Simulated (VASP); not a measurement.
Here is the system:

```yaml
crystal:
  lattice:
    - [0.00000, 2.74788, 2.74788]
    - [2.74788, 0.00000, 2.74788]
    - [2.74788, 2.74788, 0.00000]
  atoms:
    - { symbol: Si, position: [0.00000, 0.00000, 0.00000] }
    - { symbol: Si, position: [0.25000, 0.25000, 0.25000] }
```

Computed with PBE GGA, VASP's PBE PAW potentials (set 64) (plane waves; VASP). Numerical set-up: 480 eV cut-off, 8×8×8 Γ-centred mesh, Gaussian smearing of 0.050 eV, potentials Si.

Give the stress tensor in GPa (positive for a compressed cell).

```
-1.28   0.00   0.00
 0.00  -1.28   0.00
 0.00   0.00  -1.28
```
The pressure is its mean diagonal, -1.28 GPa.

The compound is Si in the diamond structure. This cell was strained or had an atom moved on purpose.
